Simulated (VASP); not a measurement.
Method: PBEsol GGA, VASP's PBE PAW potentials (set 64) (plane waves; VASP 6.6.1).

Input for VASP

### POSCAR
```
HfO2
4.8090130
  1.0000000661   0.0000000000   0.0000000000
  0.0000000000   1.0000000661   0.0000000000
  0.0000000000   0.0000000000   0.6652957772
Hf O
2 4
Direct
  0.0000000000   0.0000000000   0.0000000000
  0.5000000000   0.5000000000   0.5000000000
  0.1948821236   0.8051178764   0.5000000000
  0.8051178764   0.1948821236   0.5000000000
  0.6948821236   0.6948821236   0.0000000000
  0.3051178764   0.3051178764   0.0000000000
```

### KPOINTS
```
Automatic mesh
0
gamma
  5 5 7
```

INCAR:
```
# general
SYSTEM  =HfO2
PREC    =Accurate
ENCUT   =520
LREAL   =.FALSE.
LASPH   =.TRUE.

# electronic loop
EDIFF   =1E-8
NELM    =100
ALGO    =Normal
LMAXMIX =6

# smearing
ISMEAR  =0
SIGMA   =0.01

# functional
GGA     =PS

# ions
IBRION  =8
NSW     =1

# output
LWAVE   =.FALSE.
LCHARG  =.FALSE.

# other
LEPSILON=.TRUE.
```

POTCAR, in this order: Hf_pv O (PBE.64 set). Program: vasp_std.

The resulting files:

**OUTCAR**
```


 HEAD OF MICROSCOPIC STATIC DIELECTRIC TENSOR (INDEPENDENT PARTICLE, excluding Hartree and local field effects)
 ------------------------------------------------------
           4.673904    -0.000000     0.000000
          -0.000000     4.673904     0.000000
           0.000000     0.000000     5.250415
 ------------------------------------------------------

 MACROSCOPIC STATIC DIELECTRIC TENSOR (including local field effects in DFT)
 ------------------------------------------------------
           4.529462    -0.000000     0.000000
          -0.000000     4.529462     0.000000
           0.000000     0.000000     5.122243
 ------------------------------------------------------

 PIEZOELECTRIC TENSOR (including local field effects)  for field in x, y, z        (e  Angst)
          XX          YY          ZZ          XY          YZ          ZX
  --------------------------------------------------------------------------------
  x     0.00000     0.00000     0.00000     0.00000     0.00000     0.00000
  y     0.00000     0.00000     0.00000     0.00000     0.00000     0.00000
  z     0.00000     0.00000     0.00000     0.00000     0.00000     0.00000

 PIEZOELECTRIC TENSOR (including local field effects)  for field in x, y, z        (C/m^2)
          XX          YY          ZZ          XY          YZ          ZX
  --------------------------------------------------------------------------------
  x     0.00000     0.00000     0.00000     0.00000     0.00000     0.00000
  y     0.00000     0.00000     0.00000     0.00000     0.00000     0.00000
  z     0.00000     0.00000     0.00000     0.00000     0.00000     0.00000

 BORN EFFECTIVE CHARGES (including local field effects) (in |e|, cummulative output)
 ---------------------------------------------------------------------------------
 ion    1
    1     5.31099     0.62219     0.00000
    2     0.62219     5.31099     0.00000
    3     0.00000     0.00000     6.22442
 ion    2
    1     5.31099    -0.62219     0.00000
    2    -0.62219     5.31099     0.00000
    3     0.00000     0.00000     6.22442
 ion    3
    1    -2.65549     1.32816     0.00000
    2     1.32816    -2.65549     0.00000
    3     0.00000     0.00000    -3.11221
 ion    4
    1    -2.65549     1.32816     0.00000
    2     1.32816    -2.65549     0.00000
    3     0.00000     0.00000    -3.11221
 ion    5
    1    -2.65549    -1.32816     0.00000
    2    -1.32816    -2.65549     0.00000
    3     0.00000     0.00000    -3.11221
 ion    6
    1    -2.65549    -1.32816     0.00000
    2    -1.32816    -2.65549     0.00000
    3     0.00000     0.00000    -3.11221
```
(Selected blocks of OUTCAR.)

The structure comes from a computed database's HfO2 entry (P4_2/mnm); how it stands against other phases isn't given here. It was relaxed first.
